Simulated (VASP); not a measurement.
# CaCu2S2: optical spectrum, part 3 of 3

Aim: the dielectric function of CaCu2S2 for independent particles, and its static limit with local fields. The cell has space group P-3m1. The start is a cell from a database of measured crystal structures.

VASP 6.6.1, plane waves and PAW; the level of theory is named at each step.

Still holding for the runs below: This run has no spin polarisation, although Cu can carry a moment.

So far. Step 2 (Ground state): The cell has a gap of 1.10 eV on this mesh. Forces of up to 0.26 eV/Å remain in these settings. Step 4 (Static response with local fields): The mean electronic (clamped-ion) dielectric constant is 8.32. No finer mesh was run, so at a direct gap of this size the value isn't shown to be converged.

### 5. Spectrum at r2SCAN

This step: r2SCAN, no spin polarisation; plane waves and PAW (Cu, Ca_sv, S) (VASP 6.6.1).

The spectrum is made again with r2SCAN.

File INCAR:

```
SYSTEM = CaCu2S2
PREC = Accurate
ENCUT = 400
EDIFF = 1E-07
NELM = 100
ISMEAR = 0
SIGMA = 0.05
LREAL = .FALSE.
ALGO = Normal
METAGGA = R2SCAN
LASPH = .TRUE.
NBANDS = 64
LWAVE = .FALSE.
LCHARG = .FALSE.
KPAR = 4
LOPTICS = .TRUE.
NEDOS = 2000
CSHIFT = 0.2
```

File POSCAR:

```
CaCu2S2
1.0
    3.9399999606      0.0000000000      0.0000000000
   -1.9699999803      3.4121400568      0.0000000000
    0.0000000000      0.0000000000      6.5230000000
Cu Ca S
2 1 2
Direct
    0.6666666667      0.3333333333      0.6235100000
    0.3333333333      0.6666666667      0.3764900000
    0.0000000000      0.0000000000      0.0000000000
    0.6666666667      0.3333333333      0.2537000000
    0.3333333333      0.6666666667      0.7463000000
```

File KPOINTS:

```
Automatic mesh
0
Gamma
9 9 5
0 0 0
```

Potentials, in the order of the species: Cu, Ca_sv and S (PBE family, release 64).

Command:

```
$ mpirun -np 4 vasp_std
```

The program printed:

```text
[banner, memory and clock lines left out]
running    4 mpi-ranks, on    1 nodes
 distrk:  each k-point on    1 cores,    4 groups
 distr:  one band on    1 cores,    1 groups

 POSCAR found type information on POSCAR CuCaS
 POSCAR found :  3 types and       5 ions
|                                                                             |
|               ----> ADVICE to this user running VASP <----                  |
|                                                                             |
|     You enforced a specific xc type in the INCAR file but a different       |
|     [... a line on the potential file left out ...]
|     I HOPE YOU KNOW WHAT YOU ARE DOING!                                     |
|                                                                             |

 LDA part: xc-table for (None), standard interpolation
 POSCAR, INCAR and KPOINTS ok, starting setup
 FFT: planning ... GRIDC
 FFT: planning ... GRID_SOFT
 FFT: planning ... GRID
 WAVECAR not read
 entering main loop
       N       E                     dE             d eps       ncg     rms          rms(c)
DAV:   1     0.333102834771E+03    0.33310E+03   -0.13978E+04  7296   0.709E+02
DAV:   2    -0.755719539839E+01   -0.34066E+03   -0.30189E+03  6728   0.219E+02
DAV:   3    -0.580628834361E+02   -0.50506E+02   -0.41934E+02  7256   0.736E+01
DAV:   4    -0.602798784274E+02   -0.22170E+01   -0.21765E+01  9232   0.176E+01
DAV:   5    -0.603497302258E+02   -0.69852E-01   -0.69762E-01  8584   0.283E+00    0.145E+01
DAV:   6    -0.543782654662E+02    0.59715E+01   -0.26705E+01  9920   0.661E+01    0.138E+01
DAV:   7    -0.502958622969E+02    0.40824E+01   -0.62333E+00  9048   0.417E+01    0.637E+00
DAV:   8    -0.504634072075E+02   -0.16754E+00   -0.26581E+00  9128   0.232E+01    0.417E+00
DAV:   9    -0.501880872642E+02    0.27532E+00   -0.81953E-01  9208   0.118E+01    0.515E-01
DAV:  10    -0.501934881489E+02   -0.54009E-02   -0.56154E-02  9808   0.104E+00    0.387E-01
DAV:  11    -0.501922969975E+02    0.11912E-02   -0.14375E-03 10560   0.293E-01    0.272E-01
DAV:  12    -0.501911508568E+02    0.11461E-02   -0.20318E-03  9864   0.664E-01    0.683E-02
DAV:  13    -0.501912499070E+02   -0.99050E-04   -0.58622E-04 10576   0.139E-01    0.489E-02
DAV:  14    -0.501912462449E+02    0.36620E-05   -0.31584E-05  9096   0.250E-02    0.416E-02
DAV:  15    -0.501912329170E+02    0.13328E-04   -0.23520E-05  9664   0.754E-02    0.121E-02
DAV:  16    -0.501912352437E+02   -0.23267E-05   -0.59639E-06 10064   0.116E-02    0.320E-03
DAV:  17    -0.501912350628E+02    0.18092E-06   -0.73046E-07  9640   0.864E-03    0.192E-03
DAV:  18    -0.501912351299E+02   -0.67082E-07   -0.28088E-08  4528   0.586E-04
   1 F= -.50191235E+02 E0= -.50191235E+02  d E =-.107429E-11
 optical routines
 imaginary and real dielectric function
 direction            1
 direction            2
 direction            3
```

Wall time 1.9 min (4 MPI ranks of Intel Xeon 6975P-C (Granite Rapids), shared host); peak memory 1.6 GiB; 7.4 min of CPU time.

Parts of OUTCAR (step 5):

```text
   NELECT =      44.0000    total number of electrons

 E-fermi :   5.6217

 k-point     1 :       0.0000    0.0000    0.0000
  band No.  band energies     occupation
    ...
     18       4.7820      2.00000
     19       4.7822      2.00000
     20       5.2817      2.00000
     21       5.4056      2.00000
     22       5.4057      2.00000
     23       6.9718      0.00000
     24       8.0555      0.00000
     25       8.5389      0.00000
     26       9.0543      0.00000
     27       9.0543      0.00000
    ...

  Total       -1.3293980     -1.3293980     -1.1652566      0.0000000      0.0000000     -0.0000000
  in kB      -24.2881902    -24.2881902    -21.2893163      0.0000000      0.0000000     -0.0000000
  external PRESSURE =     -23.2885656 kB  Pullay stress =       0.0000000 kB

 POSITION                                       TOTAL-FORCE (eV/Angst)
 -----------------------------------------------------------------------------------
      1.97000      1.13738      4.06716         0.000000      0.000000     -0.042320
     -0.00000      2.27476      2.45584        -0.000000      0.000000      0.042320
      0.00000      0.00000      0.00000         0.000000      0.000000     -0.000000
      1.97000      1.13738      1.65489         0.000000      0.000000      0.358347
     -0.00000      2.27476      4.86811         0.000000      0.000000     -0.358347
 -----------------------------------------------------------------------------------
    total drift:                               -0.000000      0.000000      0.000000

  FREE ENERGIE OF THE ION-ELECTRON SYSTEM (eV)
  ---------------------------------------------------
  free  energy   TOTEN  =       -50.1912351299 eV

  energy  without entropy=      -50.1912351299  energy(sigma->0) =      -50.19123513

 plasma frequency squared (from intraband transitions) (eV^2)
  --------------------------------------------------------------------------------------
       0.000       0.000       0.000
       0.000       0.000       0.000
       0.000       0.000       0.000

[... 8 parts as in an earlier step ...]

[... 8 further parts left out ...]
```

The PAW data sets were made with PBE, which is usual practice but a small mismatch for other functionals.

Numbers from this step:

- free energy (TOTEN): -50.1912 eV
- Fermi energy: 5.622 eV
- pressure: -2.329 GPa
- gap on the k-mesh: 1.566 eV
- least direct gap on the k-mesh: 1.566 eV

Absorption under the direct gap is the tail of the CSHIFT broadening, and fine structure depends on the mesh. The imaginary dielectric function by photon energy; read off at these points:

| photon energy (eV) | xx | zz |
| --- | --- | --- |
| 0.00 | 0 | 0 |
| 0.50 | 0.0709 | 0.0739 |
| 1.00 | 0.178 | 0.178 |
| 1.50 | 0.547 | 0.472 |
| 2.00 | 1.00 | 1.17 |
| 2.50 | 2.13 | 1.86 |
| 3.00 | 4.96 | 5.77 |
| 3.37 | 5.97 | 9.08 |
| 3.50 | 6.25 | 8.73 |
| 4.00 | 7.55 | 7.04 |
| 4.50 | 6.59 | 6.20 |
| 5.00 | 6.42 | 6.59 |
| 5.50 | 5.16 | 6.21 |
| 6.00 | 5.04 | 5.72 |
| 6.50 | 6.36 | 5.76 |
| 7.00 | 7.21 | 6.30 |
| 7.50 | 7.29 | 7.88 |
| 8.00 | 6.21 | 6.29 |
| 8.50 | 6.49 | 5.79 |
| 9.00 | 5.53 | 5.17 |
| 9.50 | 4.68 | 4.13 |
| 10.00 | 3.12 | 3.46 |
| 10.50 | 2.42 | 2.53 |
| 11.00 | 2.16 | 2.25 |
| 11.50 | 1.90 | 1.94 |
| 12.00 | 1.87 | 1.96 |
| 12.50 | 1.77 | 1.85 |
| 13.00 | 1.59 | 1.46 |
| 13.50 | 1.33 | 1.30 |
| 14.00 | 1.20 | 1.23 |
| 14.50 | 1.07 | 1.07 |
| 15.00 | 0.950 | 1.06 |
| 15.50 | 0.790 | 0.910 |
| 16.00 | 0.786 | 0.994 |
| 16.50 | 0.731 | 0.841 |
| 17.00 | 0.714 | 0.786 |
| 17.50 | 0.621 | 0.692 |
| 18.00 | 0.592 | 0.509 |
| 18.50 | 0.581 | 0.426 |
| 19.00 | 0.519 | 0.363 |
| 19.50 | 0.419 | 0.343 |
| 20.00 | 0.394 | 0.341 |
| 20.50 | 0.336 | 0.309 |
| 21.00 | 0.303 | 0.316 |
| 21.50 | 0.302 | 0.297 |
| 22.00 | 0.270 | 0.290 |
| 22.50 | 0.255 | 0.246 |
| 23.00 | 0.251 | 0.251 |
| 23.50 | 0.246 | 0.262 |
| 24.00 | 0.260 | 0.238 |
| 24.50 | 0.327 | 0.310 |

Real dielectric function against photon energy:

| photon energy (eV) | xx | zz |
| --- | --- | --- |
| 0 | 7.38 | 7.63 |
| 1 | 7.75 | 8.01 |
| 2 | 9.07 | 9.39 |
| 3 | 9.92 | 12.1 |
| 4 | 6.00 | 4.87 |
| 5 | 3.89 | 4.00 |
| 6 | 4.08 | 3.22 |
| 7 | 2.75 | 3.11 |
| 8 | 0.475 | -0.445 |
| 9 | -1.31 | -1.64 |
| 10 | -2.17 | -1.80 |
| 11 | -1.12 | -1.03 |
| 12 | -0.688 | -0.678 |
| 13 | -0.756 | -0.744 |
| 14 | -0.597 | -0.520 |
| 15 | -0.394 | -0.297 |
| 16 | -0.125 | -0.151 |
| 17 | -0.0730 | -0.164 |
| 18 | 0.0797 | -0.102 |
| 19 | 0.139 | 0.129 |
| 20 | 0.238 | 0.290 |
| 21 | 0.388 | 0.415 |
| 22 | 0.497 | 0.497 |
| 23 | 0.634 | 0.652 |
| 24 | 0.822 | 0.820 |

### 6. Spectrum at LDA

This step: LDA, no spin polarisation; plane waves and PAW (Cu, Ca_sv, S) (VASP 6.6.1).

The spectrum is made again with LDA.

INCAR, as its differences from that of step 5:

```diff
@@ -9,5 +9,5 @@
 ALGO = Normal
-METAGGA = R2SCAN
+GGA = CA
+NBANDS = 64
 LASPH = .TRUE.
-NBANDS = 64
 LWAVE = .FALSE.
```

POSCAR is that of step 5.

KPOINTS is that of step 5.

Command:

```
$ mpirun -np 4 vasp_std
```

The program printed:

```text
[banner, memory and clock lines left out]
running    4 mpi-ranks, on    1 nodes
 distrk:  each k-point on    1 cores,    4 groups
 distr:  one band on    1 cores,    1 groups

 POSCAR found type information on POSCAR CuCaS
 POSCAR found :  3 types and       5 ions
 [... a notice as in an earlier step ...]

 LDA part: xc-table for (Slater(with rela. corr.)+CA(PZ))
 , standard interpolation
 POSCAR, INCAR and KPOINTS ok, starting setup
 FFT: planning ... GRIDC
 FFT: planning ... GRID_SOFT
 FFT: planning ... GRID
 WAVECAR not read
 entering main loop
       N       E                     dE             d eps       ncg     rms          rms(c)
DAV:   1     0.349777799259E+03    0.34978E+03   -0.13649E+04  7304   0.689E+02
DAV:   2     0.203616617601E+02   -0.32942E+03   -0.29157E+03  6744   0.212E+02
DAV:   3    -0.268770758214E+02   -0.47239E+02   -0.39034E+02  7240   0.703E+01
DAV:   4    -0.289240670316E+02   -0.20470E+01   -0.20145E+01  9048   0.167E+01
DAV:   5    -0.289940592549E+02   -0.69992E-01   -0.69863E-01  8768   0.267E+00    0.154E+01
DAV:   6    -0.309035199026E+02   -0.19095E+01   -0.26631E+01  9152   0.673E+01    0.138E+01
DAV:   7    -0.262787687657E+02    0.46248E+01   -0.74972E+00  8792   0.433E+01    0.451E+00
DAV:   8    -0.262414596680E+02    0.37309E-01   -0.17604E+00  9360   0.186E+01    0.323E+00
DAV:   9    -0.260880558610E+02    0.15340E+00   -0.60696E-01  9272   0.101E+01    0.698E-01
DAV:  10    -0.260816872375E+02    0.63686E-02   -0.47622E-02 10136   0.196E+00    0.179E-01
DAV:  11    -0.260819245152E+02   -0.23728E-03   -0.37918E-03 10128   0.206E-01    0.136E-01
DAV:  12    -0.260818534709E+02    0.71044E-04   -0.22765E-04 11008   0.167E-01    0.309E-02
DAV:  13    -0.260818636557E+02   -0.10185E-04   -0.59238E-05 10224   0.555E-02    0.281E-02
DAV:  14    -0.260818566224E+02    0.70333E-05   -0.77565E-06 10072   0.308E-02    0.189E-02
DAV:  15    -0.260818538684E+02    0.27539E-05   -0.20670E-06 10128   0.193E-02    0.109E-02
DAV:  16    -0.260818533504E+02    0.51808E-06   -0.15370E-06 10888   0.104E-02    0.202E-03
DAV:  17    -0.260818533053E+02    0.45055E-07   -0.10296E-07  4520   0.433E-03
   1 F= -.26081853E+02 E0= -.26081853E+02  d E =-.157607E-10
 optical routines
 imaginary and real dielectric function
 recalculating local potential from charge density
 direction            1
 direction            2
 direction            3
```

Elapsed: 29 s, on 4 MPI ranks; peak memory 1.6 GiB.

OUTCAR, selected parts (step 6):

```text
   NELECT =      44.0000    total number of electrons

 E-fermi :   5.4037

 k-point     1 :       0.0000    0.0000    0.0000
  band No.  band energies     occupation
    ...
     18       4.5156      2.00000
     19       4.5156      2.00000
     20       5.0591      2.00000
     21       5.2038      2.00000
     22       5.2038      2.00000
     23       6.1925      0.00000
     24       7.3835      0.00000
     25       7.8960      0.00000
     26       8.4075      0.00000
     27       8.4075      0.00000
    ...

  Total       -4.2478543     -4.2478543     -4.2025792      0.0000000      0.0000000      0.0000000
  in kB      -77.6085828    -77.6085828    -76.7814038      0.0000000      0.0000000      0.0000000
  external PRESSURE =     -77.3328564 kB  Pullay stress =       0.0000000 kB

 POSITION                                       TOTAL-FORCE (eV/Angst)
 -----------------------------------------------------------------------------------
      1.97000      1.13738      4.06716         0.000000      0.000000     -0.049254
     -0.00000      2.27476      2.45584        -0.000000     -0.000000      0.049254
      0.00000      0.00000      0.00000         0.000000      0.000000      0.000000
      1.97000      1.13738      1.65489         0.000000      0.000000      0.521067
     -0.00000      2.27476      4.86811         0.000000     -0.000000     -0.521067
 -----------------------------------------------------------------------------------
    total drift:                               -0.000000      0.000000      0.000000

  FREE ENERGIE OF THE ION-ELECTRON SYSTEM (eV)
  ---------------------------------------------------
  free  energy   TOTEN  =       -26.0818533053 eV

  energy  without entropy=      -26.0818533053  energy(sigma->0) =      -26.08185331

 plasma frequency squared (from intraband transitions) (eV^2)
  --------------------------------------------------------------------------------------
       0.000       0.000       0.000
       0.000       0.000      -0.000
       0.000       0.000       0.000

[... 8 parts as in an earlier step ...]

[... 8 further parts left out ...]
```

The PAW data sets were made with PBE, though LDA sets exist; this is a small mismatch.

This step gave:

- free energy (TOTEN): -26.08 eV
- Fermi energy: 5.404 eV
- pressure: -7.733 GPa
- gap on the k-mesh: 0.9887 eV
- least direct gap on the k-mesh: 0.9887 eV

The imaginary dielectric function has structure finer than the step of the table below, so its rows give means over 1 eV, whole bins alone (the curve runs from 0 to 25.0 eV). Peaks (eV: height): xx 3.6: 8.85, 6.6: 8.02; zz 3.0: 10.8, 6.9: 8.45.

Absorption under the direct gap is the tail of the CSHIFT broadening, and fine structure depends on the mesh. The imaginary dielectric function by photon energy; means over each step:

| photon energy (eV) | xx | zz |
| --- | --- | --- |
| 1 | 0.803 | 0.751 |
| 2 | 2.89 | 2.63 |
| 3 | 7.19 | 9.04 |
| 4 | 7.83 | 7.63 |
| 5 | 6.48 | 7.20 |
| 6 | 7.25 | 7.08 |
| 7 | 7.50 | 7.68 |
| 8 | 6.36 | 5.75 |
| 9 | 4.39 | 3.95 |
| 10 | 2.41 | 2.52 |
| 11 | 1.89 | 1.98 |
| 12 | 1.70 | 1.67 |
| 13 | 1.24 | 1.24 |
| 14 | 0.974 | 1.01 |
| 15 | 0.790 | 0.933 |
| 16 | 0.741 | 0.850 |
| 17 | 0.631 | 0.614 |
| 18 | 0.550 | 0.404 |
| 19 | 0.429 | 0.351 |
| 20 | 0.342 | 0.324 |
| 21 | 0.293 | 0.301 |
| 22 | 0.267 | 0.271 |
| 23 | 0.371 | 0.369 |
| 24 | 0.708 | 0.767 |

The real dielectric function by photon energy:

| photon energy (eV) | xx | zz |
| --- | --- | --- |
| 0 | 9.14 | 9.37 |
| 1 | 9.56 | 10.2 |
| 2 | 10.8 | 11.4 |
| 3 | 9.09 | 9.58 |
| 4 | 4.97 | 4.86 |
| 5 | 3.17 | 3.64 |
| 6 | 3.79 | 2.73 |
| 7 | 0.542 | 0.108 |
| 8 | -1.11 | -1.19 |
| 9 | -2.58 | -1.71 |
| 10 | -1.64 | -1.55 |
| 11 | -1.03 | -0.939 |
| 12 | -0.836 | -0.960 |
| 13 | -0.673 | -0.625 |
| 14 | -0.445 | -0.352 |
| 15 | -0.175 | -0.119 |
| 16 | -0.00896 | -0.158 |
| 17 | 0.0486 | -0.178 |
| 18 | 0.106 | 0.0579 |
| 19 | 0.235 | 0.271 |
| 20 | 0.357 | 0.402 |
| 21 | 0.494 | 0.511 |
| 22 | 0.667 | 0.680 |
| 23 | 0.949 | 0.954 |
| 24 | 0.913 | 0.941 |

### 7. Summary of results

* PBE, independent particles: eps xx at zero frequency 8.64, centre of weight of eps2 xx, over the range kept, at 7.53 eV, mesh 9×9×5
* r2SCAN, independent particles: eps xx at zero frequency 7.38, centre of weight of eps2 xx, over the range kept, at 8.00 eV, mesh 9×9×5
* LDA, independent particles: eps xx at zero frequency 9.14, centre of weight of eps2 xx, over the range kept, at 7.44 eV, mesh 9×9×5 (not shown to be converged at so small a direct gap)
* PBE, with local fields: eps 8.27, 8.27, 8.40

In words: Local fields, and the bands above those summed, take the mean static value from 8.73 to 8.32. Excitons and quasiparticle shifts are absent, so the onset tends to lie too low and its shape can differ. The atoms weren't relaxed and carry forces of up to 0.26 eV/Å at PBE in the first static run, so the numbers belong to the given coordinates, and a relaxation would change them.

[Lines on the potential files, build, host, timing and source positions are cut from VASP's logs without a mark.]

[Logs are printed without paths, hosts, clocks, repeated set-up lines and the standing remarks that a program may print on its own settings, such as how far it seeks lower states.]

[Hosts, paths, dates, database ids (printed as entryN), source tags and the programs' standing remarks are cut or masked in the printed files.]
